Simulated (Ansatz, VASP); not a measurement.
## Sn in two plane-wave programs

One calculation is typed for both programs; each brings its own data sets. How far apart do they land? The cell is taken from a series of runs on this material, whose earlier steps may have relaxed, scaled, displaced or heated it; both programs get it as it stands.

Program: Ansatz 0.2.0. Level of theory: plane waves, with VASP 6.6.1 beside it; PBE. Results are calculated unless marked as measured.

**1. Set-up**

Symmetry: I4_1/amd, No. 141, tetragonal system. Conventional cell: a = 5.969 Å, b = 5.969 Å, c = 3.191 Å, α = 90.00°, β = 90.00°, γ = 90.00°. Sn has 6 Sn at 3.09 to 3.19 Å nearest.

As a file:

```cif
data_structure
_symmetry_space_group_name_H-M 'I4_1/amd:1'
_symmetry_Int_Tables_number 141
_cell_length_a 5.9687
_cell_length_b 5.9687
_cell_length_c 3.1913
_cell_angle_alpha 90.000
_cell_angle_beta 90.000
_cell_angle_gamma 90.000
_cell_volume 113.69
loop_
_atom_site_label
_atom_site_type_symbol
_atom_site_symmetry_multiplicity
_atom_site_Wyckoff_symbol
_atom_site_fract_x
_atom_site_fract_y
_atom_site_fract_z
_atom_site_occupancy
Sn1 Sn 4 a 0.00000 0.50000 0.25000 1
```

**2. Ansatz: relaxation of cell and atoms, PBE**

Ansatz runs on norm-conserving files, of PseudoDojo where its log says so.

The relaxed volume is the usual yardstick between codes: in a stiff, nearly cubic crystal its relative difference is about their pressure difference at one cell divided by the bulk modulus.

File input.yaml:

```yaml
crystal:
  lattice:
    - [-2.9843469222, 2.9843469222, 1.5956366349]
    - [2.9843469222, -2.9843469222, 1.5956366349]
    - [2.9843469222, 2.9843469222, -1.5956366349]
  atoms:
    - { symbol: Sn, position: [0.75, 0.25, 0.5] }
    - { symbol: Sn, position: [0.0, 0.0, 0.0] }
kpoints:
  mp_grid: { grid: [10, 10, 10] }
hamiltonian:
  xc: pbe
  pseudopotentials: { kind: nc, accuracy: standard }
scf:
  occupations: { method: methfessel_paxton, width: 0.2 }
output:
  forces: true
  stress: true
  eigenvalues: true
relax:
  adjacent_minimum: "off"
  f_tol: 0.001
  max_steps: 60
  cell: { stress_tol: 0.01 }
```

Launch:

```sh
ansatz run input.yaml --threads 4 --pin off --max-ram 10240MiB --backend cpu --events-out ev --progress --plain --runs-dir out
```

Numbers of over 12 decimals in the logs are rounded to 6 here.

Log:

```text
Engine: ansatz 0.2.0, x86_64-unknown-linux-gnu
Pseudopotentials: kind: nc
Pseudopotential: Sn, nc, valence charge 14, recommended cutoff 979.609905 eV (normal), Sn.nc.azcp (PseudoDojo's, or run here from an input of PseudoDojo's; its table is named by hamiltonian.pseudopotentials.accuracy)
Functional definition: PBE
  parameter kappa = 0.804
  parameter beta = 0.066725
  exchange = pbe_x(kappa = kappa, mu = beta*pi^2/3)
  correlation = pbe_c(beta = beta)
Crystal: 2 atoms, lattice volume = 56.845 Å³
Basis set: ecut = 979.609905 eV, 3957 PW (Γ), exchange–correlation on 96×96×96 points (8 copies of the dense FFT grid, shifted against one another)
Bands: 18, of which v1, the nominal top of the filled ones, is band 14 counted from 1 (13 counted from 0)
Symmetry: 16 space group operations
Space group: I41/amd (ITA 141), of the structure as read, at distance tolerance 3.8e-5 Å
k-points: 102 of 1000
Non-local potential: Sn, projectors of the file, l = 0: 2, l = 1: 2, l = 2: 2, l = 3: 2
Initial density: superposition of atomic densities (chi_scale 0.1, normalization cell)
Initial wavefunctions: pseudopotential atomic-orbital guess
Functional: x = pbe(κ = 0.804, μ = 0.219515), c = pbe(β = 0.066725)
SCF iter   1: F=—  HF=-4290.473584 eV  |F-HF|=—  |Δ(HF+E_count)|=         —  Δρ=1.33e-2  dr2=1.03e-1  ethr=3.10e-3  ⟨swp⟩=4.3  Hψ=7858  notcnv=0
preconditioner: auto → Kerker (q_TF=auto, 2.425 Å⁻¹)  [metal: Δε(μ)=0.042 eV  Ē_g=19.853 eV  σ=0.200 eV  W_gap=0.17  n_scr=16 (ndim 8)  ℏωp=26.1 eV  f_vac=0.000  D(μ)=0.98/eV (n_scr^D=4)]
SCF iter   2: F=—  HF=-4290.461747 eV  |F-HF|=—  |Δ(HF+E_count)|=   1.18e-2  S|Δr|=    0.00e0  Δρ=8.58e-3  dr2=4.08e-2  ethr=3.68e-4  ⟨swp⟩=1.0  Hψ=2652  notcnv=0
SCF iter   3: F=—  HF=-4290.459357 eV  |F-HF|=—  |Δ(HF+E_count)|=   2.39e-3  S|Δr|=    0.00e0  Δρ=1.70e-3  dr2=7.25e-4  ethr=1.46e-4  ⟨swp⟩=2.8  Hψ=3241  notcnv=0
SCF iter   4: F=—  HF=-4290.459397 eV  |F-HF|=—  |Δ(HF+E_count)|=   3.99e-5  S|Δr|=    0.00e0  Δρ=6.22e-4  dr2=9.95e-5  ethr=2.59e-6  ⟨swp⟩=2.0  Hψ=3282  notcnv=0
SCF iter   5: F=—  HF=-4290.459325 eV  |F-HF|=—  |Δ(HF+E_count)|=   7.18e-5  S|Δr|=    0.00e0  Δρ=7.59e-5  dr2=2.84e-6  ethr=3.55e-7  ⟨swp⟩=2.0  Hψ=2858  notcnv=0
SCF iter   6: F=—  HF=-4290.459326 eV  |F-HF|=—  |Δ(HF+E_count)|=   2.89e-7  S|Δr|=    0.00e0  Δρ=1.56e-5  dr2=1.27e-7  ethr=1.01e-8  ⟨swp⟩=2.0  Hψ=2257  notcnv=0
SCF iter   7: F=-4290.459326 eV  HF=-4290.459326 eV  |F-HF|=4.74e-9  |Δ(HF+E_count)|=   3.24e-8  S|Δr|=    0.00e0  Δρ=6.32e-6  dr2=1.27e-8  ethr=3.57e-10  ⟨swp⟩=5.7  Hψ=7328  notcnv=0
SCF 1 converged in 7 iterations: F = -4290.459326 eV  dr2 = 1.27e-8
relax step   1: F+E_penalty+E_count = -4290.45932574 eV  Δ(F+E_penalty+E_count) = +0.000e0 eV  max|allowed force component| = 1.128e-17 eV/Å  Δτ_max = 0.0000 Å  P = -0.056 GPa  Ω = 56.845 Å³  (7 SCF iters, dr2 threshold 1.00e-7 eV, accepted)
[...]
relax step   2: F+E_penalty+E_count = -4290.45935937 eV  Δ(F+E_penalty+E_count) = -3.363e-5 eV  max|allowed force component| = 3.469e-18 eV/Å  Δτ_max = 0.0000 Å  P = +0.015 GPa  Ω = 56.763 Å³  energy of the carried Pulay correction = +9.023e-6 eV  (3 SCF iters, dr2 threshold 3.44e-8 eV, accepted)
[...]
relax step   3: F+E_penalty+E_count = -4290.45936081 eV  Δ(F+E_penalty+E_count) = -1.445e-6 eV  max|allowed force component| = 1.128e-17 eV/Å  Δτ_max = 0.0000 Å  P = +0.004 GPa  Ω = 56.777 Å³  energy of the carried Pulay correction = +7.542e-6 eV  (3 SCF iters, dr2 threshold 1.71e-9 eV, accepted)
[...]
relax step   4: F+E_penalty+E_count = -4290.45935325 eV  Δ(F+E_penalty+E_count) = +7.559e-6 eV  max|allowed force component| = 7.806e-18 eV/Å  Δτ_max = 0.0000 Å  P = +0.003 GPa  Ω = 56.777 Å³  stress off target by 6.26e-3 GPa  SCF on the basis re-selected at this cell (its energy is not comparable with the rows above)  (5 SCF iters)
basis re-selected at this cell: Δ(F+E_penalty+E_count) = +7.559e-6 eV, ΔP = -0.001 GPa vs the last step (what re-selecting the basis moved, of the pressure what is left beyond the Pulay correction that the steps carried, after the strain that the cell walked since its last selection, with what the two solves' SCF thresholds leave and, on support functions, any second-order correction that the steps lacked; it is no m [...]
SCF converged after 5 iterations
Stability not checked: this state was not tested for a lower state beside it, because cold or Methfessel-Paxton smearing, or corrected tetrahedra, fill the levels in a way that the test cannot read (fill_not_monotonic; see scf.lower_state_search)
Free energy (F): -4290.459353 eV
Harris-Foulkes:  -4290.459353 eV  (|F-HF|=0.00e0)
Internal energy: -4290.460034 eV  (E = F + TS)
E sigma→0 (E₀):  -4290.459524 eV
Entropy (-TS):   0.000681 eV (0.340 meV/atom)
Fermi energy:    10.401037 eV
--- Per-component energies (eV) ---
  E_band       = -173.393714
  E_kinetic    = 2554.518149
  E_local      = -1821.464350  (includes V_loc(G=0)·N_el)
  E_nonlocal   = -2133.681397
  E_hartree    = 955.486470
  E_xc         = -1201.115943
  E_vxc        = -683.739046  (∫ρ·V_xc dr)
  E_ewald      = -2644.202963
  E_smearing   = 0.000681  (= −TS)
  E_closure    = 0.000000  (closes the sum)
  Σ components = -4290.459353   (vs F -4290.459353, Δ=0.00e0)
--- Forces (eV/Å), atoms counted from 1 ---
  atom   1  Sn     0.00000000     0.00000000     0.00000000
  atom   2  Sn    -0.00000000     0.00000000    -0.00000000
  max |Σ_I F_I| component: 1.04e-17 eV/Å
--- Stress (GPa, compression-positive) ---
        0.006263       0.000000       0.000000
        0.000000       0.006263      -0.000000
        0.000000      -0.000000      -0.003083
  P = ⅓ Tr σ = 0.0031 GPa (0.031 kbar)
--- Band table (eV; the first three rows and the last of 102) ---
  k-point 0: bands = [... 10 lower, -0.4384, 6.4086, 8.4404, 8.4404, 13.3472, 16.2038, 16.2038, 17.2014]
  k-point 1: bands = [... 10 lower, -0.3532, 5.8206, 8.5417, 8.8750, 13.7391, 15.4865, 15.7195, 17.2030]
  k-point 2: bands = [... 10 lower, -0.0978, 4.7364, 8.8435, 9.5671, 14.2668, 14.7108, 14.8459, 16.9591]
  k-point 101: bands = [... 10 lower, 2.8484, 2.8484, 5.8013, 5.8013, 15.6147, 15.6147, 19.0571, 19.0571]
--- Relaxed structure (3 steps of the walk, 3 accepted, 1 SCFs on fresh bases) ---
  F+E_penalty+E_count = -4290.45935325 eV   max|allowed force component| = 7.806e-18 eV/Å   (the final SCF, on the basis selected at the relaxed cell)
  cell:  # Å, volume = 56.7768 Å³
    - [-2.984519, 2.984519, 1.593536]
    - [2.984519, -2.984519, 1.593536]
    - [2.984519, 2.984519, -1.593536]
  atoms:
    - { symbol: Sn, position: [0.75, 0.250000, 0.5] }
    - { symbol: Sn, position: [0, 0, 0] }
```

The column dr2 measures how far the density is from self-consistency, as an energy; F and HF (Harris–Foulkes) agree once it is small.

**3. VASP: relaxation of cell and atoms, PBE**

The same cell, functional, mesh and smearing now go to VASP, with its own data sets.

Lines of VASP's logs that name or quote its potential files are left out, and so is its time.

File INCAR:

```
SYSTEM = Sn
PREC = Accurate
ENCUT = 500
EDIFF = 1E-07
NELM = 120
ISMEAR = 1
SIGMA = 0.2
LREAL = .FALSE.
ALGO = Normal
GGA = PE
NBANDS = 20
LORBIT = 11
LWAVE = .FALSE.
LCHARG = .FALSE.
ISIF = 3
IBRION = 2
NSW = 80
EDIFFG = -0.005
LASPH = .TRUE.
GGA_COMPAT = .FALSE.
NELMIN = 4
KPAR = 2
```

File POSCAR:

```
Sn
1.0
   -2.9843470000      2.9843470000      1.5956370000
    2.9843470000     -2.9843470000      1.5956370000
    2.9843470000      2.9843470000     -1.5956370000
Sn
2
Direct
    0.7499999216      0.2500000784      0.5000001567
    0.9999999216      0.0000000784      0.0000001567
```

File KPOINTS:

```
Automatic mesh
0
Gamma
10 10 10
0 0 0
```

PAW data sets: Sn_d (PBE family, release 64).

Launch:

```sh
mpirun -np 2 vasp_std
```

Log:

```text
[banner, memory and clock lines left out]
running    2 mpi-ranks, on    1 nodes
 distrk:  each k-point on    1 cores,    2 groups
 distr:  one band on    1 cores,    1 groups

 POSCAR found type information on POSCAR Sn
 POSCAR found :  1 types and       2 ions
 LDA part: xc-table for (Slater+PW92), standard interpolation
 POSCAR, INCAR and KPOINTS ok, starting setup
 FFT: planning ... GRIDC
 FFT: planning ... GRID_SOFT
 FFT: planning ... GRID
 WAVECAR not read
 entering main loop
       N       E                     dE             d eps       ncg     rms          rms(c)
DAV:   1     0.214157783518E+03    0.21416E+03   -0.14311E+04  4108   0.211E+03
DAV:   2     0.134346967871E+02   -0.20072E+03   -0.19730E+03  4100   0.442E+02
DAV:   3    -0.696221967233E+01   -0.20397E+02   -0.20238E+02  4664   0.135E+02
DAV:   4    -0.760091451217E+01   -0.63869E+00   -0.63817E+00  4604   0.265E+01
DAV:   5    -0.762763447613E+01   -0.26720E-01   -0.26719E-01  5680   0.505E+00    0.219E+00
DAV:   6    -0.761466029572E+01    0.12974E-01   -0.32747E-02  5548   0.253E+00    0.122E+00
DAV:   7    -0.761227507440E+01    0.23852E-02   -0.17953E-02  5516   0.190E+00    0.165E-01
DAV:   8    -0.761228153993E+01   -0.64655E-05   -0.17594E-03  4928   0.567E-01    0.410E-02
DAV:   9    -0.761228711098E+01   -0.55711E-05   -0.54810E-05  5656   0.679E-02    0.167E-02
DAV:  10    -0.761228611196E+01    0.99902E-06   -0.89683E-06  5280   0.414E-02    0.113E-03
DAV:  11    -0.761228644170E+01   -0.32974E-06   -0.41456E-07  4692   0.873E-03    0.921E-04
DAV:  12    -0.761228612668E+01    0.31502E-06   -0.42314E-08  2852   0.241E-03    0.319E-04
DAV:  13    -0.761228615500E+01   -0.28322E-07   -0.82265E-09  2652   0.114E-03
   1 F= -.76122862E+01 E0= -.76125345E+01  d E =-.761229E+01
 curvature:   0.00 expect dE= 0.000E+00 dE for cont linesearch  0.000E+00
 trial: gam= 0.00000 g(F)=  0.103E-40 g(S)=  0.351E-04 ort = 0.000E+00 (trialstep = 0.100E+01)
 search vector abs. value=  0.351E-04
 bond charge predicted
       N       E                     dE             d eps       ncg     rms          rms(c)
DAV:   1    -0.761280344959E+01   -0.51732E-03   -0.11210E-02  4880   0.155E+00    0.120E-01
DAV:   2    -0.761241169832E+01    0.39175E-03   -0.77137E-04  5028   0.443E-01    0.572E-02
DAV:   3    -0.761230406503E+01    0.10763E-03   -0.30292E-04  5572   0.264E-01    0.994E-03
DAV:   4    -0.761230422740E+01   -0.16237E-06   -0.24251E-05  4732   0.591E-02    0.295E-03
DAV:   5    -0.761230458849E+01   -0.36109E-06   -0.10923E-06  5480   0.123E-02    0.125E-03
DAV:   6    -0.761230472651E+01   -0.13802E-06   -0.11292E-07  2652   0.418E-03    0.151E-04
DAV:   7    -0.761230478952E+01   -0.63012E-07   -0.12128E-08  2340   0.150E-03
   2 F= -.76123048E+01 E0= -.76125410E+01  d E =-.186345E-04
 trial-energy change:   -0.000019  1 .order   -0.000019   -0.000035   -0.000003
 step:   1.0797(harm=  1.0797)  dis= 0.00000  next Energy=    -7.612305 (dE=-0.189E-04)
 reached required accuracy - stopping structural energy minimisation
```

OUTCAR, selected parts (step 3):

```text
ion  position               nearest neighbor table
   1  0.750  0.250  0.500-   2 3.09   2 3.09   2 3.09   2 3.09
   2  1.000  0.000  0.000-   1 3.09   1 3.09   1 3.09   1 3.09

  LATTYP: Found a body centered tetragonal cell.
 ALAT       =     5.9686940000
 C/A-ratio  =     0.5346687232

 Subroutine GETGRP returns: Found 16 space group operations
 (whereof  8 operations were pure point group operations)

The static configuration has the point symmetry D_2d.
 The point group associated with its full space group is D_4h.

 Found    102 irreducible k-points:

   k-points           NKPTS =    102   k-points in BZ     NKDIM =    102   number of bands    NBANDS=     20

   dimension x,y,z NGX =    36 NGY =   36 NGZ =   36
   dimension x,y,z NGXF=    72 NGYF=   72 NGZF=   72

   ENCUT  =  500.0 eV  36.75 Ry    6.06 a.u.   8.23  8.23  8.23*2*pi/ulx,y,z

   NELECT =      28.0000    total number of electrons

 k-points in reciprocal lattice and weights: Automatic mesh
   0.00000000  0.00000000  0.00000000       0.001
   0.10000000 -0.00000000  0.00000000       0.008
   0.20000000 -0.00000000  0.00000000       0.008
   0.30000000 -0.00000000  0.00000000       0.008
   0.40000000 -0.00000000  0.00000000       0.008
   0.50000000  0.00000000 -0.00000000       0.004
   0.10000000  0.10000000  0.00000000       0.008
   0.20000000  0.10000000  0.00000000       0.016
   0.30000000  0.10000000  0.00000000       0.016
[...]
-0.40000000 -0.40000000  0.40000000       0.002
   0.50000000  0.50000000  0.50000000       0.001

 average (electrostatic) potential at core
       1 -99.5854       2 -99.5854

 E-fermi :   7.4642

 k-point     1 :       0.0000    0.0000    0.0000
  band No.  band energies     occupation
    ...
     10     -13.7364      2.00000
     11      -3.3757      2.00000
     12       3.4795      2.00000
     13       5.5043      2.00000
     14       5.5043      2.00000
     15      10.4100     -0.00000
     16      13.2749      0.00000
     17      13.2749      0.00000
     18      14.2616      0.00000
     19      14.3694      0.00000
    ...

 k-point     2 :       0.1000   -0.0000    0.0000
  band No.  band energies     occupation
    ...
     10     -13.7420      2.00000
     11      -3.1813      2.00000
     12       3.3044      2.00000
     13       5.5320      2.00000
     14       6.0504      2.00000
     15      10.7317     -0.00000
     16      12.3795      0.00000
     17      12.8283      0.00000
     18      13.0678      0.00000
     19      13.2965      0.00000
    ...

 k-point     3 :       0.2000   -0.0000    0.0000
  band No.  band energies     occupation
    ...
     10     -13.7563      2.00000
     11      -2.5982      2.00000
     12       3.1200      2.00000
     13       5.6501      2.00000
     14       7.2885      2.01493
     15       9.7564     -0.00000
     16      10.5788     -0.00000
     17      11.5952      0.00000
     18      11.9660      0.00000
     19      12.8933      0.00000
    ...

  Total        0.0092714      0.0092714     -0.0058258      0.0000000      0.0000000      0.0000000
  in kB        0.2616232      0.2616232     -0.1643950      0.0000000      0.0000000      0.0000000
  external PRESSURE =       0.1196171 kB  Pullay stress =       0.0000000 kB

  energy-cutoff  :      500.00
  volume of cell :       56.78
      direct lattice vectors                 reciprocal lattice vectors
    -2.983922202  2.983922202  1.594204825     0.000000000  0.167564690  0.313635985
     2.983922202 -2.983922202  1.594204825     0.167564690  0.000000000  0.313635985
     2.983922202  2.983922202 -1.594204825     0.167564690  0.167564690  0.000000000

 POSITION                                       TOTAL-FORCE (eV/Angst)
 -----------------------------------------------------------------------------------
      0.00000      2.98392      0.79710         0.000000      0.000000     -0.000000
     -2.98392      2.98392      1.59420        -0.000000     -0.000000      0.000000
 -----------------------------------------------------------------------------------
    total drift:                               -0.000495      0.000008      0.000147

  FREE ENERGIE OF THE ION-ELECTRON SYSTEM (eV)
  ---------------------------------------------------
  free  energy   TOTEN  =        -7.6123047895 eV

  energy  without entropy=       -7.6130133818  energy(sigma->0) =       -7.61254099

 reached required accuracy - stopping structural energy minimisation

 total charge
# of ion       s       p       d       tot
------------------------------------------
    1        1.242   0.979   9.969  12.189
    2        1.242   0.979   9.969  12.189
--------------------------------------------------
tot          2.483   1.958  19.937  24.379

[... 3 further parts left out ...]
```

CONTCAR:

```
Sn
   1.00000000000000
    -2.9839222021734395    2.9839222021734395    1.5942048247182681
     2.9839222021734395   -2.9839222021734395    1.5942048247182681
     2.9839222021734395    2.9839222021734395   -1.5942048247182681
  Sn
     2
Direct
     0.7499999216000006    0.2500000783999994    0.5000001566999970
     0.9999999216000006    0.0000000783999994    0.0000001566999970
```

The run keeps the 16 symmetry operations of its start, so it cannot find a distortion of lower symmetry.

**4. Comparison**

Known differences besides the potentials themselves: the cutoff is 979.61 eV in Ansatz and 500 eV in VASP; Ansatz adds a Pulay correction to the stress that steers its cell, VASP none. Total energies have different zeros and are not compared.

Both answers:

```csv
quantity,Ansatz,VASP,difference
volume (Å³),56.78,56.78,+0.00 %
"edge a after relaxation, in the typed setting (Å)",4.511,4.511,+0.01 %
```

**5. Outcome**

* difference in edge a after relaxation, in the typed setting (relaxation of cell and atoms, PBE): 0.011 %

**Reading.** The difference in edge a after relaxation, in the typed setting is 0.011 % (relaxation of cell and atoms, PBE), within the 1.2 % picked in this series as the mark of a large difference, as far as the stopping tolerances let one tell. 3 further pairs of this series are not shown here. How closely two codes agree says nothing of how well the functional describes the real material.

[Lines on the potential files, build, host, timing and source positions are cut from VASP's logs without a mark.]

[Logs are printed without paths, hosts, clocks, repeated set-up lines and the standing remarks that a program may print on its own settings, such as how far it seeks lower states.]

[Hosts, paths, dates, database ids (printed as entryN), source tags and the programs' standing remarks are cut or masked in the printed files.]
